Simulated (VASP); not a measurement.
All values below come from optB86b-vdW, VASP's PBE PAW potentials (set 64) (plane waves; VASP 6.6.1).

Input for VASP

**KPOINTS**
```
Automatic mesh
0
gamma
  12 12 7
0 0 0
```

**POSCAR**
```
Tl
1.0
  1.7646707741  -3.0564995464   0.0000000000
  1.7646707741   3.0564995464   0.0000000000
  0.0000000000   0.0000000000   5.6486137699
Tl
2
Direct
  0.3333330000   0.6666670000   0.2500000000
  0.6666670000   0.3333330000   0.7500000000
```

INCAR:
```
SIGMA = 0.1   # width (eV)
GGA = MK
EDIFF = 1E-7   # SCF stop (eV)
ISIF = 4
ISMEAR = 1   # Methfessel-Paxton
EDIFFG = -0.01   # ionic stop
NELM = 100   # most electronic steps
ENCUT = 520   # plane-wave cut-off (eV)
IBRION = 2
LCHARG = .False.
LMAXMIX = 4   # l cut-off of mixed one-centre charges
LREAL = .False.
PARAM1 = 0.1234
AGGAC = 0.0
ALGO = Normal   # blocked Davidson
LWAVE = .False.
PREC = Accurate
SYSTEM = Tl
PARAM2 = 1.0
LASPH = .True.   # aspherical one-centre terms
LUSE_VDW = .True.
NSW = 30
```

POTCAR, in this order: Tl_d (PBE.64 set). Program: vasp_std.

Task: What will the output report for the number of irreducible k-points (NKPTS), largest plane-wave count, number of space-group operations, FFT grid (NGX, NGY, NGZ)?

Result: 
```yaml
number of irreducible k-points (NKPTS): 76
largest_plane_wave_count: 1677
number_of_space_group_operations: 24
FFT grid (NGX, NGY, NGZ): 28 × 28 × 42
```

The compound is Tl in the hcp structure. This cell is one point of a volume scan, at 1.03 of the reference volume. Symmetry was kept, so distortions that lower it aren't found.
